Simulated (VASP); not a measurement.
Set up this calculation in VASP 6.6.1, as the native input.

```
Task                   : relaxation of cell and atoms
Functional             : optB88-vdW
Potentials or basis    : VASP PAW PBE potentials, release 64 (Ni, Mo_sv, Pd, Ir, W_sv)
Cutoff                 : 600 eV
k mesh                 : 8 × 8 × 5
Occupations            : fermi-dirac, width 0.05 eV
Spin                   : collinear spin, ferromagnetic start
Starting moments       : [1.0, 1.0, 0.0, 0.6, 0.0] μB
Further INCAR settings : ALGO = Normal; EDIFF = 1e-07; IBRION = 2; EDIFFG = -0.02; NSW = 40; ISIF = 3
```

The structure of NiMoIrPdW lies in POSCAR:

```
NiMoIrPdW
1.0
    4.1170500000      0.0000000000      0.0000000000
   -2.0585300000      3.5654700000      0.0000000000
    0.0000000000      0.0000000000      5.4458000000
Ni Mo Pd Ir W
1 1 1 1 1
Direct
    0.0000000000      0.0000000000      0.9577500000
    0.6666700000      0.3333300000      0.9616100000
    0.6666700000      0.3333300000      0.4629500000
    0.3333300000      0.6666700000      0.7257200000
    0.3333300000      0.6666700000      0.2364200000
```

The cell was built by a generator and needn't be a form met in nature.

These files were run (other wordings do the same):

INCAR

```
AGGAC = 0.0 ; ALGO = Normal
EDIFF = 1E-7 ; EDIFFG = -0.02
ENCUT = 600 ; GGA = BO
IBRION = 2 ; ISIF = 3
ISMEAR = -1 ; ISPIN = 2
KPAR = 4 ; LASPH = T
LCHARG = F ; LMAXMIX = 4
LORBIT = 11 ; LREAL = F
LUSE_VDW = T ; LWAVE = F
MAGMOM = 1 1 0 0.6 0 ; NELM = 150
NSW = 40 ; PARAM1 = 0.1833333333
PARAM2 = 0.22 ; PREC = Accurate
SIGMA = 0.05
```

KPOINTS

```
k-points
0
Gamma
  8 8 5
```

Potentials or basis: VASP PAW PBE potentials, release 64 (Ni, Mo_sv, Pd, Ir, W_sv).

Run with:

```bash
$ cat potpaw_PBE.64/Ni/POTCAR potpaw_PBE.64/Mo_sv/POTCAR potpaw_PBE.64/Pd/POTCAR potpaw_PBE.64/Ir/POTCAR potpaw_PBE.64/W_sv/POTCAR > POTCAR
$ mpirun -np 4 vasp_std > vasp.out
```

It gave:

```
Relaxed volume                                        : 16.00 Å³/atom
Relaxed cell                                          : a = 4.114 Å, b = 4.114 Å, c = 5.458 Å, α = 90.00°, β = 90.00°, γ = 120.00°
Space group after relaxing (to 0.05 Å)                : P3m1 (No. 156)
Energy gained by relaxing                             : 0.1 meV/atom
Ionic steps                                           : 5
Pressure after relaxing                               : 0.0 GPa
Largest force after relaxing                          : 0.014 eV/Å
Band gap on the k mesh                                : none (metal or under the smearing width)
Net moment                                            : 0.00 μB per cell
Valence electrons inside the program's atomic spheres : Ni 9.49; Mo 12.58; Pd 9.59; Ir 8.33; W 11.90
```

Caveat: the PAW data sets were made with another functional, which shifts forces and pressure a little.

It took 25 min on 4 MPI ranks on AMD EPYC 7R43 64-Core Processor (Zen 3) (shared host), peak memory 1 GiB a rank.
